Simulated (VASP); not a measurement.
Cr$_{2}$O$_{3}$ (corundum): computed properties

All values below come from PBEsol GGA, VASP's PBE PAW potentials (set 64) (plane waves; VASP 6.6.1).

For Cr2O3, the space group is R-3c (167) and the cell is a = b = 4.854 Å, c = 13.705 Å, α = β = 90.00°, γ = 120.00°. The volume per atom comes out as 9.32 Å³/atom and the band gap (over mesh and band path) is 1.39 eV. The smallest direct gap (over mesh and band path) is 1.47 eV. The cell moment is 0.00 μB. The band-edge character is indirect, Γ-S0 at 0.55 to Γ-T at 0.55. The density is 5.42 g/cm³.

```yaml
crystal:
  lattice:
    - [4.77816, -2.42676, 0.04085]
    - [4.77816, 2.42676, 0.04085]
    - [3.51137, 0.00000, 4.04869]
  atoms:
    - { symbol: Cr, position: [0.84408, 0.84408, 0.84408], spin: -2.5 }
    - { symbol: Cr, position: [0.34408, 0.34408, 0.34408], spin: -2.5 }
    - { symbol: Cr, position: [0.15592, 0.15592, 0.15592], spin: 2.5 }
    - { symbol: Cr, position: [0.65592, 0.65592, 0.65592], spin: 2.5 }
    - { symbol: O, position: [0.43541, 0.06459, 0.75000] }
    - { symbol: O, position: [0.06459, 0.75000, 0.43541] }
    - { symbol: O, position: [0.56459, 0.93541, 0.25000] }
    - { symbol: O, position: [0.25000, 0.56459, 0.93541] }
    - { symbol: O, position: [0.93541, 0.25000, 0.56459] }
    - { symbol: O, position: [0.75000, 0.43541, 0.06459] }
```

Measured: a 4.957 Å (computed value off by -2.1 %), c 13.592 Å (computed value off by +0.8 %), as given by Sawada, Mater. Res. Bull. 29, 239 (1994) (COD 9015000). The calculation is for a static lattice, while the measured a, c hold thermal and zero-point effects, which are part of the difference.

The compound is Cr2O3 in the corundum structure. It was relaxed first. Symmetry was kept, so distortions that lower it aren't found.
